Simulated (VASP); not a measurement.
Crystal: Be.

```
Be
1.0
     2.28660    0.00000    0.00000
    -1.14330    1.98025    0.00000
     0.00000    0.00000    3.58330
Be
2
Direct
  0.33333 0.66667 0.25000
  0.66667 0.33333 0.75000
```

* Program: VASP 6.6.1
* Task: relaxation of cell and atoms
* Functional: PBE
* Potentials or basis: VASP PAW PBE potentials, release 64 (Be)
* Cutoff: 600 eV
* k mesh: 22 × 22 × 12
* Occupations: methfessel-paxton, width 0.1 eV
* Spin: no spin polarisation

At the start: pressure -2.9 GPa; volume 8.11 Å³/atom.

Problem. Where does the relaxation end?

Solution. Over 5 steps the energy falls by 2.1 meV/atom and the volume is 7.91 Å³/atom (-2.5 %); space group P6_3/mmc (No. 194, to 0.05 Å).

Step by step:
| step | energy change (eV) | largest force (eV/Å) | pressure (GPa) | volume (Å³) |
| --- | --- | --- | --- | --- |
| 1 | 0.0000 | 0.0000 | -2.85 | 16.23 |
| 2 | -0.0040 | 0.0000 | -0.44 | 15.89 |
| 3 | -0.0041 | 0.0000 | 0.05 | 15.82 |
| 4 | -0.0041 | 0.0000 | 0.11 | 15.82 |
| 5 | -0.0042 | 0.0000 | 0.05 | 15.82 |

Final structure:
```
Be
1.0
     2.26189    0.00000    0.00000
    -1.13095    1.95885    0.00000
     0.00000    0.00000    3.57094
Be
2
Direct
  0.33333 0.66667 0.25000
  0.66667 0.33333 0.75000
```
